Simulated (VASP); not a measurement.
Here is a VASP 6.6.1 calculation.

Contents of INCAR:

```
PREC = Accurate
ENCUT = 520
EDIFF = 1E-7
ISMEAR = -1
SIGMA = 0.05
LREAL = F
LASPH = T
NELM = 60
ALGO = Normal
ISIF = 2
LWAVE = F
LCHARG = F
GGA = PE
NBANDS = 20
```

KPOINTS

```
Automatic mesh
0
Gamma
  7 7 7
```

The input POSCAR:

```
MgRe3
1.0
    0.0000000000      3.1145280000      3.1145280000
    3.1145280000      0.0000000000      3.1145280000
    3.1145280000      3.1145280000      0.0000000000
Re Mg
3 1
Direct
    0.7463650000      0.7502840000      0.7419440000
    0.5163070000      0.5044030000      0.4907510000
    0.2360540000      0.2525600000      0.2389640000
   -0.0022650000     -0.0079240000     -0.0049110000
```

Potentials or basis: VASP PAW PBE potentials, release 64 (Re, Mg).

Command:

```bash
$ cat potpaw_PBE.64/Re/POTCAR potpaw_PBE.64/Mg/POTCAR > POTCAR
$ mpirun -np 1 vasp_std > vasp.out
```

**Question.** Estimate the band gap on the k mesh.

**Answer.** None (metal or under the smearing width).

**Question.** Estimate the pressure.

**Answer.** 0.1 GPa.

**Question.** Estimate the largest force.

**Answer.** 0.525 eV/Å.

Forces in eV/Å, atoms in the order of the input:
```
Re  -0.061 -0.151 -0.203
Re  -0.024 -0.114 -0.220
Re  -0.083  0.492  0.165
Mg   0.168 -0.226  0.259
```

The run has no spin-orbit coupling, so splittings on Re are missing.
